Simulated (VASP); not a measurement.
Method: LDA (Ceperley-Alder, Perdew-Zunger), VASP's LDA PAW potentials (set 64) (plane waves; VASP).

VASP ran on this input.

**POSCAR**
```
MgC2
1.0
  3.9124570000   0.0000000000   0.0000000000
  0.0000000000   3.9124570000   0.0000000000
  0.0000000000   0.0000000000   4.9387150000
Mg C
2 4
Cartesian
  1.9562285000   1.9562285000   0.0000000000
  0.0000000000   0.0000000000   2.4693575000
  3.4729315806   3.4729315806   0.0000000000
  0.4395254194   0.4395254194   0.0000000000
  2.3957539194   1.5167030806   2.4693575000
  1.5167030806   2.3957539194   2.4693575000
```

KPOINTS:
```
Automatic mesh
0
Gamma
2 2 2
0 0 0
```

**INCAR**
```
SYSTEM = MgC2
PREC = Accurate
ENCUT = 320
EDIFF = 1E-03
NELM = 100
ALGO = Normal
LREAL = .FALSE.
LASPH = .TRUE.
ISMEAR = 0
SIGMA = 0.01
LWAVE = .FALSE.
LCHARG = .FALSE.
ISIF = 3
IBRION = 2
NSW = 50
EDIFFG = -0.01
```

POTCAR, in this order: Mg C (LDA.64 set). Program: vasp_std.

Output

### OUTCAR
```
 ion  position               nearest neighbor table
   1  0.500  0.500  0.000-   3 2.14   4 2.14   5 2.55   6 2.55   5 2.55   6 2.55   4 2.84   4 2.84
                             3 2.84   3 2.84
   2  0.000  0.000  0.500-   5 2.14   6 2.14   3 2.55   4 2.55   3 2.55   4 2.55   5 2.84   6 2.84
                             5 2.84   6 2.84
   3  0.888  0.888  0.000-   4 1.24   1 2.14   2 2.55   2 2.55   1 2.84   1 2.84
   4  0.112  0.112  0.000-   3 1.24   1 2.14   2 2.55   2 2.55   1 2.84   1 2.84
   5  0.612  0.388  0.500-   6 1.24   2 2.14   1 2.55   1 2.55   2 2.84   2 2.84
   6  0.388  0.612  0.500-   5 1.24   2 2.14   1 2.55   1 2.55   2 2.84   2 2.84
  LATTYP: Found a simple tetragonal cell.
 ALAT       =     3.9124570000
 C/A-ratio  =     1.2623052471
 Subroutine PRICEL returns:
 Original cell was already a primitive cell.
 Subroutine GETGRP returns: Found 16 space group operations
The static configuration has the point symmetry D_2h.
 The point group associated with its full space group is D_4h.
The dynamic configuration has the point symmetry D_2h.
 Subroutine INISYM returns: Found 16 space group operations
 Subroutine IBZKPT returns following result:
 Found      6 irreducible k-points:

 Following reciprocal coordinates:
            Coordinates               Weight
  0.000000  0.000000  0.000000      1.000000
  0.500000  0.000000  0.000000      2.000000
  0.500000  0.500000  0.000000      1.000000
  0.000000  0.000000  0.500000      1.000000
  0.500000  0.000000  0.500000      2.000000
  0.500000  0.500000  0.500000      1.000000
   k-points           NKPTS =      6   k-points in BZ     NKDIM =      6   number of bands    NBANDS=     14
   number of dos      NEDOS =    301   number of ions     NIONS =      6
   total plane-waves  NPLWV =  17280
   dimension x,y,z NGX =    24 NGY =   24 NGZ =   30
   dimension x,y,z NGXF=    48 NGYF=   48 NGZF=   60
   ions per type =               2   4
   PREC   = accura    normal or accurate (medium, high low for compatibility)
   ISTART =      0    job   : 0-new  1-cont  2-samecut
   ICHARG =      2    charge: 1-file 2-atom 10-const
   ISPIN  =      1    spin polarized calculation?
...
```

OSZICAR:
```
       N       E                     dE             d eps       ncg     rms          rms(c)
DAV:   1     0.344852474097E+02    0.34485E+02   -0.65111E+03   168   0.814E+02
DAV:   2    -0.430436716997E+02   -0.77529E+02   -0.76422E+02   236   0.172E+02
DAV:   3    -0.470615893000E+02   -0.40179E+01   -0.39943E+01   216   0.445E+01
DAV:   4    -0.471053783915E+02   -0.43789E-01   -0.43772E-01   192   0.499E+00
DAV:   5    -0.471062452048E+02   -0.86681E-03   -0.86562E-03   210   0.656E-01    0.118E+01
DAV:   6    -0.417631114845E+02    0.53431E+01   -0.12654E+01   186   0.206E+01    0.532E+00
DAV:   7    -0.411438901802E+02    0.61922E+00   -0.32288E+00   186   0.109E+01    0.218E+00
DAV:   8    -0.411219864474E+02    0.21904E-01   -0.17917E-01   186   0.261E+00    0.387E-01
DAV:   9    -0.411163266130E+02    0.56598E-02   -0.26983E-02   174   0.988E-01    0.172E-01
DAV:  10    -0.411163823913E+02   -0.55778E-04   -0.89646E-04   120   0.237E-01
   1 F= -.41116382E+02 E0= -.41116382E+02  d E =-.411164E+02
       N       E                     dE             d eps       ncg     rms          rms(c)
DAV:   1    -0.415599011158E+02   -0.44357E+00   -0.94356E+00   168   0.235E+01    0.295E+00
DAV:   2    -0.412714252209E+02    0.28848E+00   -0.74120E-01   168   0.550E+00    0.114E+00
DAV:   3    -0.412413258266E+02    0.30099E-01   -0.21465E-01   180   0.284E+00    0.173E-01
DAV:   4    -0.412402883285E+02    0.10375E-02   -0.61627E-03   192   0.522E-01    0.951E-02
DAV:   5    -0.412398523749E+02    0.43595E-03   -0.15759E-04   102   0.109E-01
   2 F= -.41239852E+02 E0= -.41239852E+02  d E =-.123470E+00
       N       E                     dE             d eps       ncg     rms          rms(c)
DAV:   1    -0.412631057886E+02   -0.22817E-01   -0.38630E-01   168   0.468E+00    0.595E-01
DAV:   2    -0.412510883384E+02    0.12017E-01   -0.30685E-02   168   0.110E+00    0.235E-01
DAV:   3    -0.412497853428E+02    0.13030E-02   -0.89206E-03   180   0.571E-01    0.310E-02
DAV:   4    -0.412497384345E+02    0.46908E-04   -0.25212E-04    84   0.108E-01
   3 F= -.41249738E+02 E0= -.41249738E+02  d E =-.133356E+00
       N       E                     dE             d eps       ncg     rms          rms(c)
DAV:   1    -0.411432241195E+02    0.10656E+00   -0.18353E+01   168   0.367E+01    0.224E+00
DAV:   2    -0.409904160535E+02    0.15281E+00   -0.53702E-01   186   0.521E+00    0.107E+00
DAV:   3    -0.409628100301E+02    0.27606E-01   -0.18668E-01   180   0.284E+00    0.401E-01
DAV:   4    -0.409620609111E+02    0.74912E-03   -0.12539E-02   186   0.734E-01    0.216E-01
DAV:   5    -0.409617418231E+02    0.31909E-03   -0.10255E-03   110   0.269E-01
   4 F= -.40961742E+02 E0= -.40961742E+02  d E =0.287997E+00
       N       E                     dE             d eps       ncg     rms          rms(c)
DAV:   1    -0.413940333874E+02   -0.43197E+00   -0.13742E+01   168   0.308E+01    0.198E+00
DAV:   2    -0.412806326175E+02    0.11340E+00   -0.36717E-01   186   0.445E+00    0.949E-01
DAV:   3    -0.412580357329E+02    0.22597E-01   -0.18464E-01   180   0.277E+00    0.300E-01
DAV:   4    -0.412567677005E+02    0.12680E-02   -0.13288E-02   174   0.748E-01    0.161E-01
DAV:   5    -0.412565099950E+02    0.25771E-03   -0.46372E-04    84   0.199E-01
   5 F= -.41256510E+02 E0= -.41256510E+02  d E =-.677156E-02
       N       E                     dE             d eps       ncg     rms          rms(c)
DAV:   1    -0.412696545659E+02   -0.12887E-01   -0.45909E-01   168   0.523E+00    0.363E-01
DAV:   2    -0.412664944054E+02    0.31602E-02   -0.67530E-03   186   0.593E-01    0.197E-01
DAV:   3    -0.412650096753E+02    0.14847E-02   -0.20860E-03    84   0.322E-01    0.312E-02
DAV:   4    -0.412649868936E+02    0.22782E-04   -0.23270E-04    84   0.123E-01
   6 F= -.41264987E+02 E0= -.41264987E+02  d E =-.847690E-02
       N       E                     dE             d eps       ncg     rms          rms(c)
DAV:   1    -0.412692955614E+02   -0.42859E-02   -0.24771E-01   168   0.384E+00    0.263E-01
DAV:   2    -0.412676128091E+02    0.16828E-02   -0.35609E-03   164   0.432E-01    0.143E-01
DAV:   3    -0.412668225434E+02    0.79027E-03   -0.11777E-03    84   0.243E-01
   7 F= -.41266823E+02 E0= -.41266823E+02  d E =-.103125E-01
       N       E                     dE             d eps       ncg     rms          rms(c)
DAV:   1    -0.412668051291E+02    0.80768E-03   -0.54533E-04    84   0.183E-01    0.142E-02
DAV:   2    -0.412668039716E+02    0.11575E-05   -0.37430E-05    84   0.489E-02
   8 F= -.41266804E+02 E0= -.41266804E+02  d E =-.102940E-01
       N       E                     dE             d eps       ncg     rms          rms(c)
DAV:   1    -0.412665646328E+02    0.24050E-03   -0.17512E-02   168   0.114E+00    0.645E-02
DAV:   2    -0.412664700945E+02    0.94538E-04   -0.39058E-04    84   0.152E-01
   9 F= -.41266470E+02 E0= -.41266470E+02  d E =0.333877E-03
       N       E                     dE             d eps       ncg     rms          rms(c)
DAV:   1    -0.412669193607E+02   -0.35473E-03   -0.14699E-02   168   0.103E+00    0.550E-02
DAV:   2    -0.412668299674E+02    0.89393E-04   -0.37319E-04    84   0.147E-01
  10 F= -.41266830E+02 E0= -.41266830E+02  d E =-.259958E-04
       N       E                     dE             d eps       ncg     rms          rms(c)
DAV:   1    -0.412668101088E+02    0.10925E-03   -0.14863E-04    84   0.983E-02    0.969E-03
DAV:   2    -0.412668103167E+02   -0.20797E-06   -0.94764E-06    84   0.288E-02
  11 F= -.41266810E+02 E0= -.41266810E+02  d E =-.634510E-05
       N       E                     dE             d eps       ncg     rms          rms(c)
DAV:   1    -0.412668127018E+02   -0.25930E-05   -0.58559E-05    84   0.680E-02    0.288E-03
DAV:   2    -0.412668126708E+02    0.31037E-07   -0.28338E-06    84   0.144E-02
  12 F= -.41266813E+02 E0= -.41266813E+02  d E =-.869912E-05
```

**OUTCAR**
```
------------------------ aborting loop because EDIFF is reached ----------------------------------------
  FORCE on cell =-STRESS in cart. coord.  units (eV):
  Direction    XX          YY          ZZ          XY          YZ          ZX
  --------------------------------------------------------------------------------------
  Total        0.0055971      0.0055971      0.0461219     -0.0000000      0.0000000      0.0000000
  in kB        0.1280761      0.1280761      1.0553792     -0.0000000      0.0000000      0.0000000
  external PRESSURE =       0.4371771 kB  Pullay stress =       0.0000000 kB
  volume of cell :       70.02
      direct lattice vectors                 reciprocal lattice vectors
     3.845554102  0.000000000  0.000000000     0.260040549  0.000000000  0.000000000
    -0.000000000  3.845554102  0.000000000    -0.000000000  0.260040549  0.000000000
     0.000000000  0.000000000  4.734685023     0.000000000  0.000000000  0.211207292
 POSITION                                       TOTAL-FORCE (eV/Angst)
 -----------------------------------------------------------------------------------
      1.92278      1.92278      0.00000         0.000000      0.000000      0.000000
      0.00000      0.00000      2.36734        -0.000000      0.000000      0.000000
      3.40751      3.40751      0.00000         0.000469      0.000469     -0.000000
      0.43804      0.43804      0.00000        -0.000469     -0.000469      0.000000
      2.36082      1.48474      2.36734        -0.000469      0.000469     -0.000000
      1.48474      2.36082      2.36734         0.000469     -0.000469      0.000000
 -----------------------------------------------------------------------------------
    total drift:                               -0.000000      0.000000     -0.000000
  FREE ENERGIE OF THE ION-ELECTRON SYSTEM (eV)
  ---------------------------------------------------
  free  energy   TOTEN  =       -41.2668126708 eV

  energy  without entropy=      -41.2668126708  energy(sigma->0) =      -41.26681267

 reached required accuracy - stopping structural energy minimisation
```
(Selected blocks of OUTCAR.)

File CONTCAR:
```
MgC2
   1.00000000000000
     3.8455541017346078    0.0000000000000000    0.0000000000000000
    -0.0000000000000000    3.8455541017346078    0.0000000000000000
     0.0000000000000000    0.0000000000000000    4.7346850226988719
  Mg              C
     2     4
Direct
     0.5000000000000000    0.5000000000000000    0.0000000000000000
     0.0000000000000000    0.0000000000000000    0.5000000000000000
     0.8860918327577653    0.8860918327577653    0.0000000000000000
     0.1139081672422346    0.1139081672422346    0.0000000000000000
     0.6139081672422347    0.3860918327577655    0.5000000000000000
     0.3860918327577655    0.6139081672422347    0.5000000000000000
```

At this cut-off the stress carries a Pulay error, which pulls relaxed volumes low.  Energy and stress use the plane-wave basis of the starting cell.

The structure comes from a computed database's MgC2 entry; how it stands against other phases isn't given here. This run relaxes it. Symmetry was kept, so distortions that lower it aren't found. The k-mesh is coarse (spacing up to 0.82 per Å, 2π included), so the numbers may not be converged in it. The run is one of a series of settings (EDIFF = 1E-03, EDIFFG = -0.01, ENCUT = 320, IBRION = 2, ISIF = 3, NSW = 50, KPOINTS 2×2×2 Γ-centred mesh against the base run), some of them coarse on purpose.
